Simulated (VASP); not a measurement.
Here is the system:

```yaml
crystal:
  lattice:
    - [2.26275, -3.91920, 0.00000]
    - [2.26275, 3.91920, 0.00000]
    - [0.00000, 0.00000, 5.96887]
  atoms:
    - { symbol: Te, position: [0.00000, 0.26747, 0.66667] }
    - { symbol: Te, position: [0.73253, 0.73253, 0.00000] }
    - { symbol: Te, position: [0.26747, 0.00000, 0.33333] }
```

Calculation: PW91 GGA, VASP's PBE PAW potentials (set 64) (plane waves; VASP 6.6.1). Settings: 520 eV cut-off, Gaussian smearing of 0.050 eV, potentials Te.

Unless said otherwise, spin-orbit coupling is left out, though it shifts the bands of the heavy elements here.

Q: Give the energies of bands 4 to 12 at the high-symmetry points, in eV from the valence-band maximum.

A: 
| band | Γ | M | K | A | L | H |
|---|---|---|---|---|---|---|
| 4 | -2.97 | -4.62 | -4.29 | -3.78 | -5.41 | -4.94 |
| 5 | -2.71 | -4.22 | -4.29 | -2.58 | -3.54 | -4.77 |
| 6 | -2.71 | -3.42 | -2.92 | -2.58 | -3.51 | -4.77 |
| 7 | -1.60 | -3.31 | -2.92 | -1.26 | -2.32 | -0.90 |
| 8 | -1.60 | -0.99 | -2.80 | -1.01 | -1.98 | -0.02 |
| 9 | -0.78 | -0.79 | -2.51 | -1.01 | -0.17 | -0.02 |
| 10 | 0.98 | 0.86 | 2.74 | 0.49 | 0.79 | 0.19 |
| 11 | 0.98 | 0.93 | 2.74 | 0.49 | 1.90 | 1.35 |
| 12 | 1.55 | 3.11 | 3.02 | 0.50 | 2.46 | 1.35 |

The gap is indirect, 0.19 eV, from the valence maximum at L-H at 0.89 to the conduction minimum at H.

The compound is Te in the trig structure. It was relaxed first.
